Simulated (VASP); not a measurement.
VASP input:

**INCAR**
```
# general
SYSTEM   =  Ru3Rh
PREC     =  Accurate
ENCUT    =  300
LREAL    =  .FALSE.
LASPH    =  .TRUE.

# electronic loop
EDIFF    =  1E-6   # SCF stop (eV)
NELM     =  100   # most electronic steps
ALGO     =  Normal
LMAXMIX  =  4   # l cut-off of mixed one-centre charges

# smearing
ISMEAR   =  0   # Gaussian
SIGMA    =  0.136   # width (eV)

# functional
GGA      =  PS   # PBEsol

# ions
ISIF     =  2   # forces and stress, cell fixed

# output
LWAVE    =  .FALSE.
LCHARG   =  .FALSE.
```

### POSCAR
```
Ru3Rh
1
    5.2877240000     0.0000000000     0.0000000000
   -2.6438630000     4.5793040000     0.0000000000
    0.0000000000     0.0000000000     4.1875320000
Ru Rh
6 2
Direct
  0.1666400000   0.3332800000   0.2500000000
  0.8333600000   0.6667200000   0.7500000000
  0.8333600000   0.1666400000   0.7500000000
  0.1666400000   0.8333600000   0.2500000000
  0.6667200000   0.8333600000   0.2500000000
  0.3332800000   0.1666400000   0.7500000000
  0.3333330000   0.6666670000   0.7500000000
  0.6666670000   0.3333330000   0.2500000000
```

KPOINTS:
```
Automatic
0
gamma
 5 5 5
```

POTCAR, in this order: Ru_pv Rh_pv (PBE.64 set). Program: vasp_std.

Q: Write an equivalent input for Quantum ESPRESSO's pw.x.

A: One equivalent input (not run):
```
&CONTROL
  calculation = 'scf'
  pseudo_dir = './pseudo'
  outdir = './out'
  tprnfor = .true.
  tstress = .true.
/
&SYSTEM
  ibrav = 0
  nat = 8
  ntyp = 2
  ecutwfc = 88
  occupations = 'smearing'
  smearing = 'gaussian'
  degauss = 0.009996
  input_dft = 'pbesol'
/
&ELECTRONS
  conv_thr = 7.3e-08
  electron_maxstep = 100
/
ATOMIC_SPECIES
  Ru 101.070 Ru.upf
  Rh 102.906 Rh.upf
CELL_PARAMETERS angstrom
     5.2877240    0.0000000    0.0000000
    -2.6438630    4.5793040    0.0000000
     0.0000000    0.0000000    4.1875320
ATOMIC_POSITIONS crystal
  Ru   0.1666400  0.3332800  0.2500000
  Ru   0.8333600  0.6667200  0.7500000
  Ru   0.8333600  0.1666400  0.7500000
  Ru   0.1666400  0.8333600  0.2500000
  Ru   0.6667200  0.8333600  0.2500000
  Ru   0.3332800  0.1666400  0.7500000
  Rh   0.3333330  0.6666670  0.7500000
  Rh   0.6666670  0.3333330  0.2500000
K_POINTS automatic
  5 5 5 0 0 0
```
The two are equivalent in intent, not identical: the potentials are each code's own (VASP's PAW set, PseudoDojo norm-conserving files in pw.x), so ENCUT and ecutwfc are chosen apart and not converted; conv_thr bounds pw.x's estimated SCF error, while EDIFF bounds the energy change between steps.

The structure comes from a computed database's Ru3Rh entry (P6_3/mmc); how it stands against other phases isn't given here. The cell was not relaxed at this level, and its volume differs by -5.9 % from the start's. The k-mesh is coarse (spacing up to 0.30 per Å, 2π included), so the numbers may not be converged in it.
